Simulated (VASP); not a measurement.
Computed with optB88-vdW, VASP's PBE PAW potentials (set 64) (plane waves; VASP).

A VASP calculation is set up with these files.

### INCAR
```
SYSTEM = Cr
PREC = Accurate; ENCUT = 520; LREAL = .False.
LASPH = .True.
EDIFF = 1E-7; NELM = 100; ALGO = Normal
LMAXMIX = 4
ISMEAR = 1; SIGMA = 0.1
GGA = BO; LUSE_VDW = .True.; AGGAC = 0.0
PARAM1 = 0.1833333333; PARAM2 = 0.22
MAGMOM = 0.7 -0.7
ISPIN = 2
ISIF = 2
LWAVE = .False.; LCHARG = .False.; LORBIT = 10
```

**KPOINTS**
```
Automatic mesh
0
Gamma
13 13 13
0 0 0
```

POSCAR:
```
Cr
2.8164360
  0.9999998980   0.0000000000   0.0000000000
  0.0000000000   0.9999998980   0.0000000000
  0.0000000000   0.0000000000   0.9999998980
Cr
2
Direct
  0.0000000000   0.0000000000   0.0000000000
  0.5000000000   0.5000000000   0.5000000000
```

POTCAR, in this order: Cr_pv (PBE.64 set). Program: vasp_std.

What VASP printed:

**OUTCAR**
```
 ion  position               nearest neighbor table
   1  0.000  0.000  0.000-   2 2.44   2 2.44   2 2.44   2 2.44   2 2.44   2 2.44   2 2.44   2 2.44
  LATTYP: Found a simple cubic cell.
 ALAT       =     2.8164357126
 Subroutine PRICEL returns following result:
  LATTYP: Found a body centered cubic cell.
 ALAT       =     2.8164357126
 Subroutine GETGRP returns: Found 48 space group operations
The static configuration has the point symmetry O_h .
The dynamic configuration has the point symmetry O_h .
The overall configuration has the point symmetry O_h .
 Subroutine INISYM returns: Found 48 space group operations
 Subroutine IBZKPT returns following result:
 Found     84 irreducible k-points:

 Following reciprocal coordinates:
            Coordinates               Weight
  0.000000  0.000000  0.000000      1.000000
  0.076923  0.000000  0.000000      6.000000
  0.153846  0.000000  0.000000      6.000000
  0.230769  0.000000  0.000000      6.000000
  0.307692  0.000000  0.000000      6.000000
  0.384615  0.000000  0.000000      6.000000
  0.461538  0.000000  0.000000      6.000000
  0.076923  0.076923  0.000000     12.000000
...
```

**OSZICAR**
```
       N       E                     dE             d eps       ncg     rms          rms(c)
DAV:   1     0.235954173553E+03    0.23595E+03   -0.14432E+04  5376   0.186E+03
DAV:   2    -0.756481834610E+01   -0.24352E+03   -0.24172E+03  5632   0.501E+02
DAV:   3    -0.154686681648E+02   -0.79038E+01   -0.78496E+01  6936   0.104E+02
DAV:   4    -0.155858470277E+02   -0.11718E+00   -0.11711E+00  6608   0.123E+01
DAV:   5    -0.155882401885E+02   -0.23932E-02   -0.23924E-02  7360   0.137E+00    0.181E+01
DAV:   6    -0.128225368285E+02    0.27657E+01   -0.16214E+01  5648   0.491E+01    0.307E+00
DAV:   7    -0.128047272147E+02    0.17810E-01   -0.16901E-01  5760   0.560E+00    0.194E+00
DAV:   8    -0.127956455140E+02    0.90817E-02   -0.10021E-02  7040   0.149E+00    0.107E+00
DAV:   9    -0.127903593986E+02    0.52861E-02   -0.66882E-03  6032   0.116E+00    0.137E-01
DAV:  10    -0.127905670606E+02   -0.20766E-03   -0.58149E-04  6576   0.341E-01    0.559E-02
DAV:  11    -0.127905741427E+02   -0.70821E-05   -0.33044E-04  7448   0.140E-01    0.395E-02
DAV:  12    -0.127905941114E+02   -0.19969E-04   -0.20690E-04  6504   0.121E-01    0.307E-02
DAV:  13    -0.127906107264E+02   -0.16615E-04   -0.84830E-05  6960   0.653E-02    0.297E-02
DAV:  14    -0.127906321007E+02   -0.21374E-04   -0.21820E-04  7016   0.104E-01    0.300E-02
DAV:  15    -0.127907197667E+02   -0.87666E-04   -0.42522E-03  7064   0.488E-01    0.276E-02
DAV:  16    -0.127908332631E+02   -0.11350E-03   -0.11430E-02  7008   0.800E-01    0.177E-02
DAV:  17    -0.127908760556E+02   -0.42793E-04   -0.11700E-02  6944   0.779E-01    0.118E-02
DAV:  18    -0.127908895152E+02   -0.13460E-04   -0.93526E-04  6656   0.313E-01    0.113E-02
DAV:  19    -0.127908922333E+02   -0.27180E-05   -0.17481E-04  6768   0.111E-01    0.648E-03
DAV:  20    -0.127908919914E+02    0.24186E-06   -0.17637E-05  6792   0.413E-02    0.486E-03
DAV:  21    -0.127908924407E+02   -0.44926E-06   -0.19330E-04  7008   0.103E-01    0.165E-03
DAV:  22    -0.127908924072E+02    0.33453E-07   -0.16819E-05  6832   0.365E-02    0.803E-04
DAV:  23    -0.127908921435E+02    0.26370E-06   -0.53720E-05  6992   0.547E-02    0.117E-03
DAV:  24    -0.127908922925E+02   -0.14899E-06   -0.23314E-05  7008   0.381E-02    0.313E-04
DAV:  25    -0.127908923121E+02   -0.19557E-07   -0.27752E-06  6336   0.133E-02    0.313E-04
DAV:  26    -0.127908923196E+02   -0.75120E-08   -0.73139E-07  4608   0.721E-03
   1 F= -.12790892E+02 E0= -.12790773E+02  d E =-.359227E-03  mag=    -0.0000
```

OUTCAR:
```
------------------------ aborting loop because EDIFF is reached ----------------------------------------
  FORCE on cell =-STRESS in cart. coord.  units (eV):
  Direction    XX          YY          ZZ          XY          YZ          ZX
  --------------------------------------------------------------------------------------
  Total        1.0427443      1.0427443      1.0427443      0.0000000      0.0000000     -0.0000000
  in kB       74.7805894     74.7805894     74.7805894      0.0000000      0.0000000     -0.0000000
  external PRESSURE =      74.7805894 kB  Pullay stress =       0.0000000 kB
  volume of cell :       22.34
      direct lattice vectors                 reciprocal lattice vectors
     2.816435713  0.000000000  0.000000000     0.355058699  0.000000000  0.000000000
     0.000000000  2.816435713  0.000000000     0.000000000  0.355058699  0.000000000
     0.000000000  0.000000000  2.816435713     0.000000000  0.000000000  0.355058699
 POSITION                                       TOTAL-FORCE (eV/Angst)
 -----------------------------------------------------------------------------------
      0.00000      0.00000      0.00000         0.000000      0.000000      0.000000
      1.40822      1.40822      1.40822        -0.000000     -0.000000     -0.000000
 -----------------------------------------------------------------------------------
    total drift:                                0.000000      0.000000     -0.000000
  FREE ENERGIE OF THE ION-ELECTRON SYSTEM (eV)
  ---------------------------------------------------
  free  energy   TOTEN  =       -12.7908923196 eV

  energy  without entropy=      -12.7905330930  energy(sigma->0) =      -12.79077258

 total charge

# of ion       s       p       d       tot
------------------------------------------
    1        0.427   6.421   4.290  11.138
    2        0.427   6.421   4.290  11.138
--------------------------------------------------
tot          0.853  12.842   8.580  22.275

 magnetization (x)

# of ion       s       p       d       tot
------------------------------------------
    1        0.005   0.002   0.526   0.534
    2       -0.005  -0.002  -0.526  -0.534
--------------------------------------------------
tot          0.000   0.000   0.000   0.000
```
(Selected blocks of OUTCAR.)

OUTCAR:
```
 val. band max:       11.2974171948   @ k =   0.4615   0.0769   0.0000

 cond. band min:      11.3249997184   @ k =   0.4615   0.3846   0.0769


 Fermi energy:        11.3016883678

 spin component 1

 k-point     1 :       0.0000    0.0000    0.0000
  band No.  band energies     occupation
      1     -32.0572      1.00000
      2     -32.0572      1.00000
      3     -32.0572      1.00000
      4     -31.1896      1.00000
      5     -31.1896      1.00000
      6     -31.1896      1.00000
      7       3.4608      1.00000
      8       6.8527      1.00000
      9       6.8527      1.00000
     10      10.3233      1.00000
     11      10.3233      1.00000
     12      10.3233      1.00000
     13      12.5344     -0.00000
     14      12.5345     -0.00000
     15      13.8762      0.00000
     16      13.8762      0.00000

 k-point     2 :       0.0769    0.0000    0.0000
  band No.  band energies     occupation
      1     -32.0600      1.00000
      2     -32.0485      1.00000
      3     -32.0485      1.00000
      4     -31.2093      1.00000
      5     -31.1970      1.00000
      6     -31.1970      1.00000
      7       3.5955      1.00000
      8       6.9220      1.00000
      9       6.9333      1.00000
     10      10.3168      1.00000
     11      10.3168      1.00000
     12      10.3685      1.00000
     13      12.4379     -0.00000
     14      12.5710     -0.00000
     15      13.7004      0.00000
     16      13.7005      0.00000

 k-point     3 :       0.1538    0.0000    0.0000
  band No.  band energies     occupation
      1     -32.0671      1.00000
      2     -32.0234      1.00000
      3     -32.0234      1.00000
      4     -31.2649      1.00000
      5     -31.2187      1.00000
      6     -31.2187      1.00000
      7       3.9895      1.00000
      8       7.1277      1.00000
      9       7.1558      1.00000
     10      10.3049      1.00000
     11      10.3049      1.00000
...
```

The compound is Cr in the bcc, AFM order structure. This cell is one point of a volume scan, at 0.97 of the reference volume.
